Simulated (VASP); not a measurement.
```
CELL_PARAMETERS angstrom
      3.26636     0.00000     0.00000
     -1.63318     2.82875     0.00000
      0.00000     0.00000     5.25875
ATOMIC_POSITIONS crystal
  Zn 0.33333 0.66667 0.49945
  Zn 0.66667 0.33333 0.99945
  O  0.66667 0.33333 0.37956
  O  0.33333 0.66667 0.87956
```

These are PBE GGA with D3 dispersion (Becke-Johnson damping), VASP's PBE PAW potentials (set 64) (plane waves; VASP) values and carry that method's errors. Numerical set-up: 520 eV cut-off, Gaussian smearing of 0.050 eV, potentials Zn O.

Question: Give the energies of bands 7 to 20 at the high-symmetry points, in eV from the valence-band maximum.

Answer: 
| band | Γ | M | K | A | L | H |
|---|---|---|---|---|---|---|
| 7 | -5.42 | -4.96 | -4.63 | -5.54 | -5.05 | -4.86 |
| 8 | -5.42 | -4.84 | -4.63 | -5.54 | -5.05 | -4.86 |
| 9 | -4.48 | -4.44 | -4.54 | -4.36 | -4.29 | -4.47 |
| 10 | -4.48 | -4.31 | -4.42 | -4.36 | -4.29 | -4.47 |
| 11 | -4.28 | -4.23 | -4.38 | -4.36 | -4.20 | -3.97 |
| 12 | -4.28 | -4.16 | -4.38 | -4.36 | -4.20 | -3.97 |
| 13 | -4.00 | -3.69 | -3.68 | -2.23 | -3.72 | -3.66 |
| 14 | -0.77 | -3.49 | -3.49 | -2.23 | -3.72 | -3.66 |
| 15 | -0.77 | -2.76 | -3.49 | -0.38 | -1.47 | -2.63 |
| 16 | -0.08 | -2.20 | -1.87 | -0.38 | -1.47 | -2.63 |
| 17 | 0.00 | -1.25 | -1.87 | -0.38 | -1.33 | -1.20 |
| 18 | 0.00 | -0.82 | -1.70 | -0.38 | -1.33 | -1.20 |
| 19 | 0.75 | 5.68 | 7.57 | 3.40 | 5.67 | 7.87 |
| 20 | 5.14 | 6.84 | 7.57 | 3.40 | 5.67 | 7.87 |

The gap is direct, 0.75 eV, from the valence maximum at Γ to the conduction minimum at Γ.

The structure comes from a measured ZnO entry (P6_3mc) of the Crystallography Open Database, whose conditions weren't checked. It was relaxed first.
